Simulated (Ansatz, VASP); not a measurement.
# HfO2 in two plane-wave programs

One calculation is typed for both programs; each brings its own data sets and cutoff. How far apart do they land? The cell is taken from a series of VASP runs on this material, whose earlier steps may have relaxed, scaled or displaced it; both programs get it as it stands.

Program: Ansatz 0.2.0. Level of theory: plane waves, with VASP 6.6.1 beside it; zone-centre phonons at LDA. Results are calculated unless marked as measured.

### 1. Starting point

Symmetry: Fm-3m, No. 225, cubic system. Conventional cell: a = 5.115 Å, b = 5.115 Å, c = 5.115 Å, α = 90.00°, β = 90.00°, γ = 90.00°. Nearest to Hf lie 8 O at 2.21 Å. O has 4 Hf at 2.21 Å nearest. Farther neighbours and most contacts between anions are not listed.

### 2. Ansatz: zone-centre phonons, LDA

Ansatz runs on its default PAW (the set named soft_2) files.

Second derivatives magnify differences that forces hide, and they need a tight electronic threshold.

Contents of input.yaml:

```yaml
crystal:
  lattice:
    - [0.0, 2.5575, 2.5575]
    - [2.5575, 0.0, 2.5575]
    - [2.5575, 2.5575, 0.0]
  atoms:
    - { symbol: Hf, position: [0.0, 0.0, 0.0] }
    - { symbol: O, position: [0.25, 0.25, 0.25] }
    - { symbol: O, position: [0.75, 0.75, 0.75] }
hamiltonian:
  xc: lda
  pseudopotentials: { kind: paw }
kpoints:
  mp_grid: { grid: [14, 14, 14] }
scf:
  occupations: { method: fixed }
phonons:
  method: dfpt
  qpoints: [[0, 0, 0]]
  dielectric: true
  rigid_motions: translations
```

Run with:

```sh
$ ansatz run input.yaml --threads 4 --pin off --max-ram 9216MiB --backend cpu --events-out ev --progress --plain --runs-dir out
```

Numbers of over 12 decimals in the logs are rounded to 6 here.

The log of the run:

```text
Engine: ansatz 0.2.0, aarch64-unknown-linux-gnu
Pseudopotentials: kind: paw
Pseudopotential: Hf, paw, valence charge 26, recommended cutoff 420 eV (normal), Hf.paw.azcp
Pseudopotential: O, paw, valence charge 6, recommended cutoff 420 eV (normal), O.paw.azcp
Functional definition: SPW92
  exchange = slater_x
  correlation = pw_c
Crystal: 3 atoms, lattice volume = 33.456 Å³
Basis set: ecut = 420 eV, 645 PW (Γ), exchange–correlation on 50×50×50 points (8 copies of the dense FFT grid, shifted against one another)
Bands: 23, of which v1, the nominal top of the filled ones, is band 19 counted from 1 (18 counted from 0)
Symmetry: 48 space group operations
k-points: 428 of 2744 (irreducible under 4 space group operations, time reversal used)
Non-local potential: Hf, projectors of the file, l = 0: 3, l = 1: 2, l = 2: 2, l = 3: 3
Non-local potential: O, projectors of the file, l = 0: 2, l = 1: 2, l = 2: 1
PAW form: soft (Blöchl's): semilocal exchange-correlation on the pseudo side does not see the compensation charge
PAW frozen core: Hf, regenerated for the run's functional, and the local potential with it (the file was generated under x = pbe(κ = 0.804, μ = 0.219515), c = pbe(β = 0.066725))
PAW frozen core: O, regenerated for the run's functional, and the local potential with it (the file was generated under x = pbe(κ = 0.804, μ = 0.219515), c = pbe(β = 0.066725))
PAW one-centre angular grid: Hf, 590 points (default); XC on 64 Gauss nodes
PAW one-centre angular grid: O, 110 points (default); XC on 64 Gauss nodes
Initial density: superposition of atomic densities (neutral atoms: chi_scale 0, normalization atom), corrected by the library's trained network
Initial wavefunctions: pseudopotential atomic-orbital guess
Functional: x = slater, c = lda
SCF iter   1: F=—  HF=-16592.892555 eV  |F-HF|=—  |Δ(HF+E_count)|=         —  Δρ=1.87e-2  dr2=1.05e-1  ethr=1.77e-3  ⟨swp⟩=4.0  Hψ=32014  notcnv=0  defer=854
preconditioner: auto → none  [insulator: Δε(μ)=3.268 eV  Ē_g=17.937 eV  n_scr=14 (ndim 8)  ℏωp=38.5 eV  f_vac=0.066  ε∞_Penn≈5.6]
SCF iter   2: F=—  HF=-16592.879808 eV  |F-HF|=—  |Δ(HF+E_count)|=   1.27e-2  Δρ=1.40e-2  dr2=4.92e-2  ethr=2.77e-4  ⟨swp⟩=2.0  Hψ=20474  notcnv=0  defer=856
SCF iter   3: F=—  HF=-16592.866264 eV  |F-HF|=—  |Δ(HF+E_count)|=   1.35e-2  Δρ=2.35e-3  dr2=6.90e-4  ethr=1.30e-4  ⟨swp⟩=2.0  Hψ=16703  notcnv=0  defer=856
SCF iter   4: F=—  HF=-16592.866080 eV  |F-HF|=—  |Δ(HF+E_count)|=   1.84e-4  Δρ=4.63e-4  dr2=2.61e-5  ethr=1.81e-6  ⟨swp⟩=2.8  Hψ=19413  notcnv=0  defer=856
SCF iter   5: F=—  HF=-16592.866050 eV  |F-HF|=—  |Δ(HF+E_count)|=   2.97e-5  Δρ=1.16e-4  dr2=2.23e-6  ethr=6.86e-8  ⟨swp⟩=2.0  Hψ=16444  notcnv=0  defer=1
SCF iter   6: F=—  HF=-16592.866049 eV  |F-HF|=—  |Δ(HF+E_count)|=   1.18e-6  Δρ=3.09e-5  dr2=3.17e-7  ethr=5.86e-9  ⟨swp⟩=2.0  Hψ=17869  notcnv=0
SCF iter   7: F=—  HF=-16592.866049 eV  |F-HF|=—  |Δ(HF+E_count)|=   1.42e-7  Δρ=5.40e-6  dr2=6.79e-9  ethr=8.33e-10  ⟨swp⟩=2.0  Hψ=17183  notcnv=0
SCF iter   8: F=-16592.866049 eV  HF=-16592.866049 eV  |F-HF|=3.64e-12  |Δ(HF+E_count)|=   1.96e-9  Δρ=3.70e-7  dr2=2.45e-11  ethr=1.00e-12  ⟨swp⟩=6.4  Hψ=67852  notcnv=0
SCF 1 converged in 8 iterations: F = -16592.866049 eV  dr2 = 2.45e-11
  greatest PAW one-centre occupation: 0.999 electrons in one spin orbital (limit 2), on the Hf atom at site 0 (counted from 0), in its partial waves of l = 3
NSCF: frozen V_eff on 2 k-points
DFPT response loops at Γ: preconditioner auto → none (the input reference at scf.mixing.eps_inf says where Resta's filter doesn't serve); β = 0.50; Broyden in place of MSR1
SCF converged after 8 iterations
Free energy (F): -16592.866049 eV
Harris-Foulkes:  -16592.866049 eV  (|F-HF|=3.64e-12)
Internal energy: -16592.866049 eV  (E = F + TS)
E sigma→0 (E₀):  -16592.866049 eV
Fermi energy:    15.121053 eV
--- Per-component energies (eV) ---
  E_band       = 17.731313
  E_kinetic    = 766.609731
  E_local      = -5825.098275  (includes V_loc(G=0)·N_el)
  E_nonlocal   = -1132.345634
  E_hartree    = 2657.131095
  E_xc         = -441.573431
  E_vxc        = -451.877047  (∫ρ·V_xc dr)
  E_paw        = -6978.138506  (= ΣΔE_a)
  E_vpaw       = 1346.175048  (= ΣTr[D̂ρ^β])
  E_aug_tail   = 0.005043  (compensation charges beyond the density's cutoff)
  E_ewald      = -5642.107159
  E_core_change = 2.651086  (= ΣΔE_core)
  E_smearing   = -0.000000  (= −TS)
  E_closure    = 0.000000  (closes the sum)
  Σ components = -16592.866049   (vs F -16592.866049, Δ=0.00e0)
--- Band table (eV; the first three rows and the last of 428) ---
  k-point 0: bands = [... 15 lower, 9.8335, 14.5082, 14.5082, 14.5082, 18.7492, 18.7492, 20.5271, 25.1616]
  k-point 1: bands = [... 15 lower, 9.9768, 14.3430, 14.4058, 14.4058, 18.8534, 18.8534, 20.7498, 24.9079]
  k-point 2: bands = [... 15 lower, 10.3694, 13.9219, 14.1496, 14.1496, 19.1009, 19.1009, 21.2862, 24.3282]
  k-point 427: bands = [... 15 lower, 12.4264, 12.5947, 13.7536, 14.8064, 19.6252, 19.9690, 21.9027, 22.0226]
--- Phonons (Γ-DFPT): 2 representative perturbations + reference, on 428 of 2744 k-points (Σ response iterations 7) ---
  k mesh reduced under 4 symmetry operations, with k and −k counted as one. Each operation leaves every solved perturbation unchanged. A smaller set is not considered because the run solves the response to a homogeneous field
  ASR residual: 3.657e-4 → 0.000e0 eV/Å²; symmetrization residual: 2.866e-6 eV/Å²
  ASR residual per site (eV/Å²): 3.66e-4 1.31e-4 1.31e-4
  Γ frequencies (cm⁻¹): 0.00 0.00 0.00 174.36 174.36 174.36 537.65 537.65 537.65
  ε∞ (high-frequency dielectric tensor):
        5.430943    -0.000000     0.000000
        0.000000     5.430943     0.000000
        0.000000    -0.000000     5.430943
  ε⁰ (static dielectric tensor: ions relaxed, cell fixed):
       60.547375    -0.000000    -0.000000
       -0.000000    60.547375    -0.000000
       -0.000000    -0.000000    60.547375
  ε⁰ − ε∞ (ionic part):
       55.116432    -0.000000    -0.000000
       -0.000000    55.116432    -0.000000
       -0.000000    -0.000000    55.116432
  softest optical mode at Γ: 174.36 cm⁻¹; the repairs (sum rule, projections) moved no ω² at Γ by more than (1.63 cm⁻¹)²
  Born effective charges Z* (e; rows j = field, columns β = displacement):
    site 0:
         5.56005   -0.00000    0.00000
         0.00000    5.56005    0.00000
        -0.00000   -0.00000    5.56005
    site 1:
        -2.78002    0.00000   -0.00000
        -0.00000   -2.78002   -0.00000
         0.00000    0.00000   -2.78002
    site 2:
        -2.78002    0.00000   -0.00000
        -0.00000   -2.78002   -0.00000
        -0.00000    0.00000   -2.78002
  Z* charge neutrality: 2.096e-5 e pre-enforcement
  k-mesh period / interband length: 50.6 Å / 1.43 Å = 35.43 at k = (0.0000, 0.0000, 0.0000), direct gap 4.241 eV — 14 or more, which is no proof of convergence
  optical modes at Γ without the LO–TO term, one row a degenerate level:
      ω (cm⁻¹)  modes    IR ((D/Å)²/amu)
        174.36      3            78.8556
        537.65      3             0.0000
  optical modes at Γ + LO–TO along q̂ = [1.0000, 0.0000, 0.0000]:
      ω (cm⁻¹)  modes    IR ((D/Å)²/amu)
        174.36      2            52.5704
        537.65      3             0.0000
        582.19      1            26.2852
  optical modes at Γ + LO–TO along q̂ = [0.0000, 1.0000, 0.0000]:
      ω (cm⁻¹)  modes    IR ((D/Å)²/amu)
        174.36      2            52.5704
        537.65      3             0.0000
        582.19      1            26.2852
  optical modes at Γ + LO–TO along q̂ = [0.0000, 0.0000, 1.0000]:
      ω (cm⁻¹)  modes    IR ((D/Å)²/amu)
        174.36      2            52.5704
        537.65      3             0.0000
        582.19      1            26.2852
--- Phonons (arbitrary-q DFPT): 1 explicit q-point ---
  q = [0, 0, 0] (of the zone-centre solve; hermiticity 5.16e-7, symmetrization 5.14e-8): -0.00 -0.00 -0.00 174.36 174.36 174.36 537.65 537.65 537.65
  sum rule: each row above includes the acoustic sum rule's correction from the zone centre's row sums; it moved no ω² by more than (1.49 cm⁻¹)²
```

Elapsed: 42 s, on 4 threads of Arm Neoverse V2, shared host; peak memory 1.4 GiB.

In the SCF lines HF is the Harris–Foulkes energy and dr2 the Hartree energy of the density residual, in eV; the loop may stop once dr2 is under the threshold and the program's other checks hold. Hψ counts applications of the Hamiltonian.

(Part 1 of 3 ends here.)

[Lines on the potential files, build, host, timing and source positions are cut from VASP's logs without a mark.]

[Logs are printed without paths, hosts, clocks, repeated set-up lines and the standing remarks that a program may print on its own settings, such as how far it seeks lower states.]

[Hosts, paths, dates, database ids (printed as entryN), source tags and the programs' standing remarks are cut or masked in the printed files.]
